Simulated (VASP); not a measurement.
An input for Quantum ESPRESSO's pw.x (written as the equivalent of a VASP run, and not itself run):

```
&CONTROL
  calculation = 'scf'
  pseudo_dir = './pseudo'
  outdir = './out'
  tprnfor = .true.
  tstress = .true.
/
&SYSTEM
  ibrav = 0
  nat = 3
  ntyp = 2
  ecutwfc = 84
  occupations = 'smearing'
  smearing = 'gaussian'
  degauss = 0.0147
  input_dft = 'pbesol'
/
&ELECTRONS
  conv_thr = 7.3e-08
  electron_maxstep = 100
/
ATOMIC_SPECIES
  Ba 137.327 Ba.upf
  Zn 65.380 Zn.upf
CELL_PARAMETERS angstrom
    -2.0754500    2.0754500    7.6161200
     2.0754500   -2.0754500    7.6161200
     2.0754500    2.0754500   -7.6161200
ATOMIC_POSITIONS crystal
  Ba   0.6259800  0.6259800  0.0000000
  Ba   0.3740200  0.3740200  0.0000000
  Zn   0.0000000  0.0000000  0.0000000
K_POINTS automatic
  8 8 8 0 0 0
```

Task: Translate this input to VASP (INCAR, KPOINTS, POSCAR, choice of POTCAR).

Result: One answer among several that fit: 
File POSCAR:
```
Ba2Zn
1
   -2.0754500000     2.0754500000     7.6161200000
    2.0754500000    -2.0754500000     7.6161200000
    2.0754500000     2.0754500000    -7.6161200000
Ba Zn
2 1
Direct
  0.6259800000   0.6259800000   0.0000000000
  0.3740200000   0.3740200000   0.0000000000
  0.0000000000   0.0000000000   0.0000000000
```

INCAR:
```
SYSTEM = Ba2Zn
PREC = Accurate; ENCUT = 300; LREAL = .FALSE.
LASPH = .TRUE.
EDIFF = 1E-6; NELM = 100; ALGO = Normal
LMAXMIX = 4
ISMEAR = 0; SIGMA = 0.2
GGA = PS
ISIF = 2
LWAVE = .FALSE.; LCHARG = .FALSE.
```

File KPOINTS:
```
Automatic
0
Gamma
  8 8 8
0 0 0
```

POTCAR, in this order: Ba_sv Zn (PBE.64 set). Program: vasp_std.

Limits of the translation: the potentials are each code's own (VASP's PAW set, PseudoDojo norm-conserving files in pw.x), so ENCUT and ecutwfc are chosen apart and not converted; conv_thr bounds pw.x's estimated SCF error, while EDIFF bounds the energy change between steps.

The structure comes from a computed database's Ba2Zn entry (I4/mmm); how it stands against other phases isn't given here. The cell was not relaxed at this level.
